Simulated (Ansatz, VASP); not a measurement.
# Na20Sc2Ge19O51 (glassy 63GeO2-33Na2O-3Sc2O3 (mol %)): VASP beside Ansatz, part 2 of 2

Aim: how closely do two programs agree when they are given the same cell, functional and k mesh? Of the first pair: The structure shown is the start of the Ansatz relaxation below; VASP solves that cell, so the two are compared at the walk's first step.

VASP 6.6.1 and Ansatz 0.2.0.

So far. Step 3 (VASP: single point, PBE, start cell, pair 1): The run ends at a pressure of 6.98 GPa, with forces up to 2.6 eV/Å.

**5. Ansatz: relaxation, PBE**

Level of this step: Ansatz beside VASP: Kohn-Sham DFT, plane waves, PBE (Ansatz).

This run makes the geometry at which the two programs are then compared. The cell compared in this pair holds 1290.14 Å³, against 1306.12 Å³ for the pair before.

The structure compared here is the end of the Ansatz relaxation.

Input file input.yaml:

```yaml
crystal:
  lattice:
    - [10.93102, 0.0, 0.0]
    - [0.0, 10.93102, 0.0]
    - [0.0, 0.0, 10.93102]
  atoms:
    - { symbol: Ge, position: [0.73811, 0.53646, 0.62862] }
    - { symbol: Ge, position: [0.21976, 0.05108, 0.79947] }
    - { symbol: Ge, position: [0.44518, 0.97646, 0.19977] }
    - { symbol: Ge, position: [0.80652, 0.41069, 0.181] }
    - { symbol: Ge, position: [0.14142, 0.98983, 0.23918] }
    - { symbol: Ge, position: [0.50391, 0.03484, 0.89105] }
    - { symbol: Ge, position: [0.71044, 0.55143, 0.93032] }
    - { symbol: Ge, position: [0.65097, 0.08718, 0.393] }
    - { symbol: Ge, position: [0.87564, 0.88178, 0.36143] }
    - { symbol: Ge, position: [0.21107, 0.7174, 0.07269] }
    - { symbol: Ge, position: [0.4643, 0.72649, 0.88956] }
    - { symbol: Ge, position: [0.88878, 0.78796, 0.65443] }
    - { symbol: Ge, position: [0.33255, 0.51759, 0.71865] }
    - { symbol: Ge, position: [0.81081, 0.97661, 0.89013] }
    - { symbol: Ge, position: [0.30114, 0.36302, 0.4644] }
    - { symbol: Ge, position: [0.23729, 0.43338, 0.17584] }
    - { symbol: Ge, position: [0.55432, 0.3315, 0.83419] }
    - { symbol: Ge, position: [0.10684, 0.12749, 0.53248] }
    - { symbol: Ge, position: [0.58272, 0.38862, 0.3946] }
    - { symbol: Na, position: [0.85855, 0.32818, 0.46744] }
    - { symbol: Na, position: [0.86648, 0.28475, 0.72347] }
    - { symbol: Na, position: [0.19319, 0.76043, 0.76542] }
    - { symbol: Na, position: [0.61104, 0.68283, 0.36221] }
    - { symbol: Na, position: [0.0612, 0.37304, 0.67752] }
    - { symbol: Na, position: [0.53902, 0.26385, 0.1198] }
    - { symbol: Na, position: [0.92945, 0.59287, 0.42145] }
    - { symbol: Na, position: [0.59386, 0.85528, 0.64918] }
    - { symbol: Na, position: [0.90069, 0.71015, 0.09947] }
    - { symbol: Na, position: [0.76633, 0.1082, 0.63512] }
    - { symbol: Na, position: [0.03439, 0.91027, 0.00778] }
[... 56 atom lines left out ...]
    - { symbol: O, position: [0.15998, 0.04301, 0.65347] }
    - { symbol: O, position: [0.84093, 0.89804, 0.75672] }
    - { symbol: O, position: [0.08633, 0.67854, 0.98752] }
    - { symbol: O, position: [0.50228, 0.20406, 0.91515] }
    - { symbol: O, position: [0.18838, 0.92364, 0.87908] }
    - { symbol: O, position: [0.37809, 0.05896, 0.78642] }
kpoints:
  mp_grid: { grid: [1, 1, 1] }
hamiltonian:
  xc: pbe
scf:
  occupations: { method: fermi_dirac, width: 0.05 }
output:
  forces: true
relax:
  f_tol: 0.05
  max_steps: 150
  cell: {}
```

The run is started by

```bash
> ansatz run input.yaml --threads 4 --pin off --max-ram 8192MiB --backend cpu --events-out ev --progress --plain --runs-dir out
```

Numbers of over 12 decimals in the logs are rounded to 6 here.

Output:

```text
[...]
Crystal: 92 atoms, lattice volume = 1306.117 Å³
Basis set: ecut = 420 eV, 25533 PW (Γ), exchange–correlation on 150×150×150 points (8 copies of the dense FFT grid, shifted against one another)
Bands: 479, of which v1, the nominal top of the filled ones, is band 387 counted from 1 (386 counted from 0)
Symmetry: 1 space group operations
[...]
k-points: 1
[...]
- { symbol: O, position: [0.636003, 0.506653, 0.473951] }
    - { symbol: O, position: [0.493611, 0.878645, 0.851269] }
    - { symbol: O, position: [0.637828, 0.405644, 0.223420] }
    - { symbol: O, position: [0.984750, 0.207907, 0.593093] }
    - { symbol: O, position: [0.732366, 0.700172, 0.603001] }
    - { symbol: O, position: [0.350704, 0.670853, 0.995387] }
[...]
- { symbol: O, position: [0.077332, 0.678459, 0.996123] }
    - { symbol: O, position: [0.514634, 0.215588, 0.931060] }
    - { symbol: O, position: [0.192496, 0.897548, 0.839154] }
    - { symbol: O, position: [0.388418, 0.083859, 0.792565] }
[key lines of the parts left out:]
P = ⅓ Tr σ = 0.0035 GPa (0.035 kbar)
```

**6. VASP: single point, PBE, relaxed cell, pair 2**

The same cell, functional, mesh and smearing now go to VASP, with its own data sets.

Input file INCAR:

```
SYSTEM = Na20Sc2Ge19O51
PREC = Accurate
ENCUT = 600
EDIFF = 1E-06
NELM = 120
ISMEAR = -1
SIGMA = 0.05
LREAL = Auto
ALGO = Normal
GGA = PE
NBANDS = 432
LASPH = .TRUE.
LORBIT = 11
LWAVE = .FALSE.
LCHARG = .FALSE.
ISIF = 2
GGA_COMPAT = .FALSE.
EFERMI = MIDGAP
NCORE = 2
```

Input file POSCAR:

```
Na20Sc2Ge19O51
1.0
   10.9414290000      0.1738180000      0.0244160000
    0.1738180000     10.6770620000      0.0525590000
    0.0244160000      0.0525590000     11.0467830000
Ge Na Sc O
19 20 2 51
Direct
    0.7263700000      0.5292700000      0.6062400000
    0.2285700000      0.0472800000      0.7965600000
    0.4438900000      0.9549500000      0.2149400000
    0.7979500000      0.4154600000      0.1709100000
    0.1481100000      0.9870700000      0.2718300000
    0.4946600000      0.0438800000      0.9171200000
    0.7131100000      0.5539800000      0.9108000000
    0.6568300000      0.0779700000      0.3917200000
    0.8993100000      0.8779500000      0.3999300000
    0.2110300000      0.7098700000      0.0748100000
    0.4508100000      0.7266900000      0.8828400000
    0.8609400000      0.7592500000      0.6874900000
    0.3355600000      0.5268900000      0.7038400000
    0.8089000000      0.9641100000      0.9127700000
    0.3224100000      0.3900000000      0.4433300000
    0.2315700000      0.4255100000      0.1721000000
    0.5692600000      0.3336900000      0.8125400000
    0.1291400000      0.1625000000      0.5381100000
    0.5729600000      0.3840500000      0.3799100000
    0.8658200000      0.3088400000      0.4518300000
    0.8547800000      0.2989100000      0.7312800000
    0.1316500000      0.8429900000      0.6459800000
    0.6404800000      0.7136900000      0.3841800000
    0.0703200000      0.4037500000      0.6524200000
    0.5216300000      0.2436800000      0.1373500000
    0.9419200000      0.5853600000      0.4198900000
    0.5849400000      0.8583500000      0.6645700000
    0.9215800000      0.6963800000      0.1410500000
    0.8155500000      0.0634800000      0.6289300000
    0.0673900000      0.9326600000      0.9961400000
[... 56 atom lines left out ...]
    0.2021100000      0.0451000000      0.6322800000
    0.7913400000      0.8930600000      0.7663400000
    0.0773300000      0.6784600000      0.9961200000
    0.5146300000      0.2155900000      0.9310600000
    0.1925000000      0.8975500000      0.8391500000
    0.3884200000      0.0838600000      0.7925600000
```

Input file KPOINTS:

```
Automatic mesh
0
Gamma
1 1 1
0 0 0
```

PAW data sets: Ge_d, Na_pv, Sc_sv and O (PBE family, release 64).

The run is started by

```bash
> mpirun -np 8 vasp_gam
```

Output:

```text
[... set-up lines as in an earlier step ...]
 entering main loop
       N       E                     dE             d eps       ncg     rms          rms(c)
DAV:   1     0.225113590076E+05    0.22511E+05   -0.30562E+05  1064   0.440E+03
DAV:   2     0.598999463369E+04   -0.16521E+05   -0.15328E+05   864   0.124E+03
DAV:   3     0.659470349782E+03   -0.53305E+04   -0.50350E+04   864   0.438E+02
DAV:   4    -0.511630946853E+03   -0.11711E+04   -0.11194E+04   968   0.197E+02
[...]
DAV:  18    -0.539137378324E+03   -0.40724E-05   -0.94259E-05  1160   0.367E-02    0.681E-03
DAV:  19    -0.539137381759E+03   -0.34350E-05   -0.23066E-05  1104   0.170E-02    0.557E-03
DAV:  20    -0.539137382043E+03   -0.28414E-06   -0.55933E-06   760   0.123E-02
   1 F= -.53913738E+03 E0= -.53913738E+03  d E =-.132269E-08
```

Parts of OUTCAR (step 6):

```text
  FREE ENERGIE OF THE ION-ELECTRON SYSTEM (eV)
  ---------------------------------------------------
  free  energy   TOTEN  =      -539.1373820432 eV

  energy  without entropy=     -539.1373820419  energy(sigma->0) =     -539.13738204
```

The run ends at a pressure of -0.15 GPa, with forces up to 0.11 eV/Å.

**7. Side by side**

What differs besides the data sets and the points named for the pairs above, as far as they apply: the data sets hold 774 valence electrons in Ansatz (on its default PAW (the set named soft_2) files) and 734 in VASP; the cutoff is 420 eV in Ansatz and 600 eV in VASP (PREC = Accurate, projectors in real space). Total energies have different zeros and are not compared.

Compared:

| quantity | Ansatz | VASP | difference |
| --- | --- | --- | --- |
| pressure (GPa) | 0.00 | -0.15 | +0.16 |
| gap on the k mesh (eV) | 2.247 | 2.225 | +0.022 |

At this near-relaxed geometry the largest component of a force difference is 81 meV/Å. A gap on the mesh is an upper bound, since the band edges may lie between its points.

**8. Summary of results**

| Quantity | Value |
| --- | --- |
| r.m.s. force difference (single point, PBE, start cell, pair 1) | 2.7 % of the r.m.s. force |
| r.m.s. force difference (single point, PBE, relaxed cell, pair 2) | 15 meV/Å |

**Reading.** The r.m.s. force difference is 15 meV/Å (single point, PBE, relaxed cell, pair 2), beyond the 12 meV/Å picked in this series as the mark of a large difference. The data sets hold unlike numbers of valence electrons (774 in Ansatz and 734 in VASP), so part of the differences comes from the potentials. What causes the difference of the single point, PBE, relaxed cell, pair 2 pair stays open here. Such differences can come from data sets, numerical settings and the points named under the comparisons, not from the functional's error against experiment.

[Lines on the potential files, build, host, timing and source positions are cut from VASP's logs without a mark.]

[Logs are printed without paths, hosts, clocks, repeated set-up lines and the standing remarks that a program may print on its own settings, such as how far it seeks lower states.]

[Hosts, paths, dates, database ids (printed as entryN), source tags and the programs' standing remarks are cut or masked in the printed files.]
